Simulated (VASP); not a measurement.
An input for Ansatz (written as the equivalent of a VASP run, and not itself run):

Ansatz 0.2 input:
```yaml
crystal:
  lattice:
    - [1.3395025, -2.3200865, 0.0000000]
    - [1.3395025, 2.3200865, 0.0000000]
    - [0.0000000, 0.0000000, 4.2222875]
  atoms:
    - { symbol: Ru, position: [0.3333330, 0.6666670, 0.2500000] }
    - { symbol: Ru, position: [0.6666670, 0.3333330, 0.7500000] }
kpoints:
  mp_grid: { grid: [16, 16, 9] }
hamiltonian:
  xc: lda
  pseudopotentials: { kind: paw }
scf:
  occupations: { method: methfessel_paxton, width: 0.1 }
  max_iter: 100
relax:
  max_steps: 40
  f_tol: 0.02
  cell: {}
output: { forces: true, stress: true, eigenvalues: true }
```

Q: Translate this input to VASP (INCAR, KPOINTS, POSCAR, choice of POTCAR).

A: Several could match; the one computed here: 
### POSCAR
```
Ru
1
    1.3395024575    -2.3200864636    -0.0000000000
    1.3395024575     2.3200864636    -0.0000000000
    0.0000000000     0.0000000000     4.2222874706
Ru
2
Direct
  0.3333330000   0.6666670000   0.2500000000
  0.6666670000   0.3333330000   0.7500000000
```

**INCAR**
```
SYSTEM = Ru
PREC = Accurate; ENCUT = 500; LREAL = .FALSE.
LASPH = .TRUE.
EDIFF = 1E-6; NELM = 100; ALGO = Normal
LMAXMIX = 4
ISMEAR = 1; SIGMA = 0.1
IBRION = 2; NSW = 40; ISIF = 3
EDIFFG = -0.02
LWAVE = .FALSE.; LCHARG = .FALSE.
```

**KPOINTS**
```
Regular mesh
0
Gamma
 16 16 9
0 0 0
```

POTCAR, in this order: Ru_pv (LDA.64 set). Program: vasp_std.

The two are equivalent in intent, not identical: each code has its own PAW files, so the cut-off isn't converted (ENCUT is set for VASP's; basis.ecutwfc is left out, and Ansatz then takes the one that its files recommend); Ansatz stops its SCF on the density residual and VASP on the energy change (EDIFF); Ansatz's lda is the Perdew-Wang form, while the LDA potentials of VASP carry Perdew-Zunger's.

The compound is Ru in the hcp structure. This run relaxes it. Symmetry was kept, so distortions that lower it aren't found.
